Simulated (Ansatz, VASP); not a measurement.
# Two plane-wave programs on Ba2C

```
CELL_PARAMETERS angstrom
0.00000 3.51952 3.51952
3.51952 0.00000 3.51952
3.51952 3.51952 0.00000
ATOMIC_POSITIONS crystal
C 0.00000 0.00000 0.00000
Ba 0.25000 0.25000 0.25000
Ba 0.75000 0.75000 0.75000
```

Alike in both runs: functional PBE; k mesh 10 × 10 × 10; occupations fermi-dirac, width 0.05 eV; no spin polarisation.

Ansatz relaxed the structure, and its values are those at the end. VASP's run is a single point on that final structure, the one shown.

```csv
,VASP,Ansatz
version,VASP 6.6.1,Ansatz 0.2.0
potentials or method,"VASP PAW PBE potentials, release 64 (C, Ba_sv)","PAW with Ansatz's default frozen-core files, scalar-relativistic"
plane-wave cutoff (eV),520,420
valence electrons in the cell,24,24
```

|  | VASP | Ansatz | Ansatz less VASP |
| --- | --- | --- | --- |
| pressure (GPa) | 1.2 | 0.0 | -1.24 |

The functional is the same, so the differences come from potentials, cutoffs and numerics.

Spin-orbit coupling is left out, which matters for the levels of Ba.
